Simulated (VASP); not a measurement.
Crystal: TiN.

```
Ti N
1.0
     0.00000    2.12062    2.12062
     2.12062    0.00000    2.12062
     2.12062    2.12062    0.00000
Ti N
1 1
Direct
  0.00000 0.00000 0.00000
  0.50000 0.50000 0.50000
```

The cell is a database's computed one.

* Program: VASP 6.6.1
* Task: relaxation of cell and atoms
* Functional: LDA
* Potentials or basis: VASP PAW LDA potentials, release 64 (Ti_sv, N)
* Cutoff: 600 eV
* k mesh: 18 × 18 × 18
* Occupations: gaussian, width 0.1 eV
* Spin: no spin polarisation

At the start: pressure -13.4 GPa; volume 9.54 Å³/atom.

**Question.** Where does the relaxation end?

**Answer.** Over 4 steps the energy falls by 18.9 meV/atom and the volume is 9.10 Å³/atom (-4.6 %); space group Fm-3m (No. 225, to 0.05 Å).

The path:
```
step  energy change (eV)  largest force (eV/Å)  pressure (GPa)  volume (Å³)
   1              0.0000                0.0000          -13.43        19.07
   2              0.0587                0.0000           26.27        16.95
   3             -0.0378                0.0000           -0.31        18.22
   4             -0.0378                0.0000           -0.02        18.20
```

Final structure:
```
Ti N
1.0
     0.00000    2.08793    2.08793
     2.08793    0.00000    2.08793
     2.08793    2.08793    0.00000
Ti N
1 1
Direct
  0.00000 0.00000 0.00000
  0.50000 0.50000 0.50000
```
